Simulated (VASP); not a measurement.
Wanted: the native input for a VASP 6.6.1 run.

| Item | Value |
| --- | --- |
| Task | relaxation of cell and atoms |
| Functional | PBE |
| Potentials or basis | VASP PAW PBE potentials, release 64 (Sr_sv, Zr_sv, O) |
| Cutoff | 520 eV |
| k mesh | 4 × 4 × 3 |
| Occupations | gaussian, width 0.15 eV |
| Spin | no spin polarisation |
| Further INCAR settings | PREC = Normal; ALGO = Fast; EDIFF = 0.0001; IBRION = 2; EDIFFG = -0.08; NSW = 24; ISIF = 3 |

The structure of SrZr2O3 lies in POSCAR:

```
SrZr2O3
1.0
    4.4432922600      0.0000000000      0.0000000000
   -2.2216461300      3.8480039700      0.0000000000
    0.0000000000      0.0000000000      5.4890229300
Sr Zr O
1 2 3
Direct
    0.0000000000      0.0000000000      0.5000000000
    0.3333333300      0.6666666700      0.0000000000
    0.6666666700      0.3333333300      0.0000000000
    0.5000000000      0.0000000000      0.5000000000
    0.0000000000      0.5000000000      0.5000000000
    0.5000000000      0.5000000000      0.5000000000
```

The cell was built by a generator and needn't be a form met in nature.

One way to write it, as run:

INCAR

```
ALGO     = Fast           # electronic algorithm
EDIFF    = 1E-4           # SCF threshold, eV
EDIFFG   = -0.08          # ionic threshold
ENCUT    = 520            # plane-wave cutoff, eV
GGA      = PE             # functional
IBRION   = 2              # ionic algorithm
ISIF     = 3              # what is computed and relaxed
ISMEAR   = 0              # smearing method
KPAR     = 2            
LASPH    = T              # aspherical terms in the spheres
LCHARG   = F              # write CHGCAR
LREAL    = F              # projectors in reciprocal space
LWAVE    = F              # write WAVECAR
NELM     = 60             # most SCF steps
NSW      = 24             # ionic steps
PREC     = Normal         # precision mode
SIGMA    = 0.15           # smearing width, eV
```

KPOINTS

```
k-points
0
Gamma
  4 4 3
```

Potentials or basis: VASP PAW PBE potentials, release 64 (Sr_sv, Zr_sv, O).

Command:

```console
$ cat potpaw_PBE.64/Sr_sv/POTCAR potpaw_PBE.64/Zr_sv/POTCAR potpaw_PBE.64/O/POTCAR > POTCAR
$ mpirun -np 2 vasp_std > vasp.out
```

Results of the run:

```yaml
Relaxed_volume: 13.79 Å³/atom
Relaxed_cell: a = 5.379 Å, b = 5.379 Å, c = 3.303 Å, α = 90.00°, β = 90.00°, γ = 120.00°
Space_group_after_relaxing_to_0.05_Å: P6/mmm (No. 191)
Energy_gained_by_relaxing: 2708.1 meV/atom
Ionic_steps: 9
Pressure_after_relaxing: -0.3 GPa
Band_gap_on_the_k_mesh: none (metal or under the smearing width)
```

Caveat: the k mesh is coarse (spacing up to 0.41 Å⁻¹), so the values aren't converged.

Wall time 120 s on 2 MPI ranks on Intel(R) Xeon(R) 6975P-C (Granite Rapids), with other jobs on the host, peak memory 0.18 GiB a rank.
